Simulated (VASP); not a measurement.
OSZICAR of a VASP run on SnSe₂ (1T layered):

### OSZICAR
```
       N       E                     dE             d eps       ncg     rms          rms(c)
DAV:   1     0.223076249011E+03    0.22308E+03   -0.12760E+04  1190   0.174E+03
DAV:   2     0.396304659767E+02   -0.18345E+03   -0.18048E+03  1247   0.393E+02
DAV:   3     0.180569404640E+02   -0.21574E+02   -0.21161E+02  1523   0.135E+02
DAV:   4     0.173581176972E+02   -0.69882E+00   -0.69782E+00  1438   0.243E+01
DAV:   5     0.173487407816E+02   -0.93769E-02   -0.93749E-02  1636   0.296E+00    0.953E+00
DAV:   6     0.184465166469E+02    0.10978E+01   -0.13815E+01  1430   0.590E+01    0.315E+00
DAV:   7     0.209082358915E+02    0.24617E+01   -0.34138E+00  1373   0.179E+01    0.175E+00
DAV:   8     0.210892552659E+02    0.18102E+00   -0.49166E-01  1363   0.108E+01    0.155E+00
DAV:   9     0.209078850386E+02   -0.18137E+00   -0.10396E+00  1251   0.104E+01    0.107E+00
DAV:  10     0.209505764395E+02    0.42691E-01   -0.29800E-01  1245   0.567E+00    0.493E-01
DAV:  11     0.209523543234E+02    0.17779E-02   -0.26860E-02  1414   0.166E+00    0.191E-01
DAV:  12     0.209470534973E+02   -0.53008E-02   -0.83791E-03  1224   0.114E+00    0.169E-01
DAV:  13     0.209472936021E+02    0.24010E-03   -0.17876E-03  1367   0.470E-01    0.478E-02
DAV:  14     0.209471159968E+02   -0.17761E-03   -0.78295E-04  1307   0.282E-01    0.415E-02
DAV:  15     0.209471008542E+02   -0.15143E-04   -0.15758E-04  1291   0.139E-01    0.200E-02
DAV:  16     0.209471100947E+02    0.92405E-05   -0.92571E-05  1433   0.885E-02    0.400E-03
DAV:  17     0.209471076330E+02   -0.24617E-05   -0.92664E-06  1322   0.332E-02    0.739E-03
DAV:  18     0.209471061125E+02   -0.15204E-05   -0.20839E-06  1615   0.170E-02    0.300E-03
DAV:  19     0.209471053107E+02   -0.80182E-06   -0.19441E-06  1273   0.112E-02    0.148E-03
DAV:  20     0.209471053547E+02    0.43967E-07   -0.26948E-07  1399   0.569E-03
   1 F= 0.20947105E+02 E0= 0.20947105E+02  d E =0.000000E+00
       N       E                     dE             ncg
       N       E                     dE             ncg
```

Task: Which electronic solver shows in the log?

Result: It is blocked Davidson (ALGO = Normal, or the opening steps of other solvers). The INCAR had ALGO = Normal.

Task: Can the final energy be trusted as converged?

Result: The run converged. It stopped with EDIFF = 1E-7, NELM = 100 (revTPSS meta-GGA, plane waves, VASP's PBE PAW potentials (set 64)).  Without a dispersion term in the relaxation, distances and binding between the weakly bound layers, chains or molecules are unreliable, and so is what depends on them.

The compound is SnSe2 in the 1T layered structure. It was relaxed first.
